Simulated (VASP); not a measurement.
Crystal: InSb2As3.

```
In Sb As
1.0
     5.08213    0.00000    0.00000
    -2.54107    4.40126    0.00000
     0.00000    0.00000    6.77533
In Sb As
1 2 3
Direct
  0.66667 0.33333 0.50000
  0.00000 0.00000 0.26470
  0.00000 0.00000 0.73530
  0.15408 0.84592 0.00000
  0.15408 0.30815 0.00000
  0.69185 0.84592 0.00000
```

The cell was built by a generator and needn't be a form met in nature.

| Property | Result |
| --- | --- |
| Program | VASP 6.6.1 |
| Task | relaxation of cell and atoms |
| Functional | PBE |
| Potentials or basis | VASP PAW PBE potentials, release 64 (In_d, Sb, As) |
| Cutoff | 520 eV |
| k mesh | 3 × 3 × 2 |
| Occupations | gaussian, width 0.15 eV |
| Spin | no spin polarisation |

At the start: pressure 46.3 GPa; volume 25.26 Å³/atom.

Question: How do energy, volume and symmetry change on relaxing?

Answer: Over 20 steps the energy falls by 2049.2 meV/atom and the volume is 32.53 Å³/atom (+28.8 %); space group P-6m2 (No. 187, to 0.05 Å).

The path:
| step | energy change (eV) | largest force (eV/Å) | pressure (GPa) | volume (Å³) |
| --- | --- | --- | --- | --- |
| 1 | 0.0000 | 17.9206 | 46.34 | 151.55 |
| 2 | -6.4411 | 8.6709 | 5.58 | 366.09 |
| 3 | -7.8518 | 5.8797 | 3.75 | 338.38 |
| 4 | -8.6914 | 4.4353 | 2.81 | 320.88 |
| 5 | -10.2203 | 1.5050 | -0.37 | 262.60 |
| 6 | -11.7026 | 1.7637 | 0.01 | 202.52 |
| 7 | -11.1867 | 0.6683 | 7.56 | 175.94 |
| 8 | -11.7329 | 1.7063 | 0.69 | 197.93 |
| 9 | -11.7571 | 1.4218 | 1.40 | 193.68 |
| 10 | -11.7554 | 1.4904 | 1.33 | 194.59 |
| 11 | -12.0844 | 0.8488 | -1.34 | 202.03 |
| 12 | -12.0861 | 0.8415 | -1.55 | 202.70 |
| 13 | -12.2278 | 0.6213 | -0.87 | 196.24 |
| 14 | -12.2390 | 0.3322 | 1.55 | 187.86 |
| 15 | -12.2675 | 0.3466 | 0.39 | 192.02 |
| 16 | -12.2682 | 0.2977 | 0.35 | 191.60 |
| 17 | -12.2682 | 0.2529 | 0.46 | 191.14 |
| 18 | -12.2897 | 0.1550 | 0.38 | 192.70 |
| 19 | -12.2920 | 0.1579 | 0.26 | 193.38 |
| 20 | -12.2950 | 0.0315 | -0.16 | 195.18 |

Final structure:
```
In Sb As
1.0
     5.24358    0.00000    0.00000
    -2.62179    4.54107    0.00000
     0.00000    0.00000    8.19669
In Sb As
1 2 3
Direct
  0.66667 0.33333 0.50000
  0.00000 0.00000 0.31555
  0.00000 0.00000 0.68445
  0.16314 0.83686 0.00000
  0.16314 0.32628 0.00000
  0.67372 0.83686 0.00000
```

Caveat: the k mesh is coarse (spacing up to 0.48 Å⁻¹), so the values aren't converged; the volume moved by over 15 % at a fixed basis, so the end points are rough.
